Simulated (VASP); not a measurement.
```
CELL_PARAMETERS angstrom
     -2.72606     2.72606     5.40106
      2.72606    -2.72606     5.40106
      2.72606     2.72606    -5.40106
ATOMIC_POSITIONS crystal
  Ga 0.50000 0.50000 0.00000
  Ga 0.25000 0.75000 0.50000
  Cu 0.00000 0.00000 0.00000
  Cu 0.75000 0.25000 0.50000
  Se 0.87500 0.88272 0.50772
  Se 0.11728 0.62500 0.99228
  Se 0.37500 0.36728 0.49228
  Se 0.63272 0.12500 0.00772
```

Method: PBE GGA, VASP's PBE PAW potentials (set 64) (plane waves; VASP). Run with 500 eV cut-off, 8×8×8 Γ-centred mesh, first-order Methfessel-Paxton smearing of 0.10 eV, potentials Ga_d Cu Se.

Energy and stress use the plane-wave basis of the starting cell.

Q: The ions, cell shape and volume at an external pressure of 20.0 GPa are relaxed. What does this cell relax into?

A: 
```
CELL_PARAMETERS angstrom
     -2.65448     2.65448     5.25705
      2.65448    -2.65448     5.25705
      2.65448     2.65448    -5.25705
ATOMIC_POSITIONS crystal
  Ga 0.50000 0.50000 0.00000
  Ga 0.25000 0.75000 0.50000
  Cu 0.00000 0.00000 0.00000
  Cu 0.75000 0.25000 0.50000
  Se 0.87500 0.88367 0.50867
  Se 0.11633 0.62500 0.99133
  Se 0.37500 0.36633 0.49133
  Se 0.63367 0.12500 0.00867
```
Space group I-42d (122), at a tolerance of 0.03 Å.

Q: How do energy and volume change from the first to the last step?

A: The energy (σ→0) changes by +141.2 meV/atom and the volume by -7.7 %, in 6 ionic steps.

The compound is CuGaSe2 in the chalcopyrite structure. This run relaxes it under an external pressure of 20 GPa. Symmetry was kept, so distortions that lower it aren't found.
